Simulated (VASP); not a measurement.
**Moving the dispersion correction in CsTaS2**

The cell as given:

```
CELL_PARAMETERS angstrom
3.54238 0.00000 0.00000
-1.77119 3.06779 0.00000
0.00000 0.00000 8.26848
ATOMIC_POSITIONS crystal
Cs 0.00000 0.00000 0.50000
Ta 0.33333 0.66667 0.00000
S 0.66667 0.33333 0.18177
S 0.66667 0.33333 0.81823
```

The cell comes from a database or a generator and needn't be the stable form of this composition.

Kept alike: task relaxation of cell and atoms; functional PBE; k mesh 7 × 7 × 3; occupations fermi-dirac, width 0.05 eV; no spin polarisation. Program: VASP, PBE PAW files Cs_sv, S, Ta_pv, 600 eV. The mesh is that of the run's cell of 4 atoms. No spin-orbit coupling.

| dispersion correction | volume (Å³/atom) | first edge of the run's cell (Å) | third edge of the run's cell (Å) |
| --- | --- | --- | --- |
| D2 | 21.813 | 3.613 | 7.716 |
| D3(zero) | 21.981 | 3.507 | 8.254 |
| D3(BJ) | 21.714 | 3.498 | 8.195 |
| D4 | 21.979 | 3.513 | 8.228 |
| TS | 22.266 | 3.662 | 7.669 |
| TS-HI | 21.317 | 3.448 | 8.281 |
| dDsC | 22.057 | 3.516 | 8.243 |
| none | 22.551 | 3.547 | 8.281 |
| rVV10 (b = 10) | 22.134 | 3.524 | 8.234 |

The relaxations keep at least the cell's symmetry (P-6m2). Relaxations stop with a little pressure left, so the last digits of a volume or edge aren't settled.

**Question.** What does the dispersion correction change here?

**Answer.** The volume runs from 21.317 (TS-HI) to 22.551 Å³/atom (none). Against no correction: D2 -3.3 %; D3(zero) -2.5 %; D3(BJ) -3.7 %; D4 -2.5 %; TS -1.3 %; TS-HI -5.5 %; dDsC -2.2 %; rVV10 (b = 10) -1.8 %. Dispersion terms mostly attract and so lower the volume; the schemes' coefficients and damping set how far. The first edge of the run's cell runs from 3.448 (TS-HI) to 3.662 Å (TS). The third edge of the run's cell runs from 7.669 (TS) to 8.281 Å (TS-HI; none).
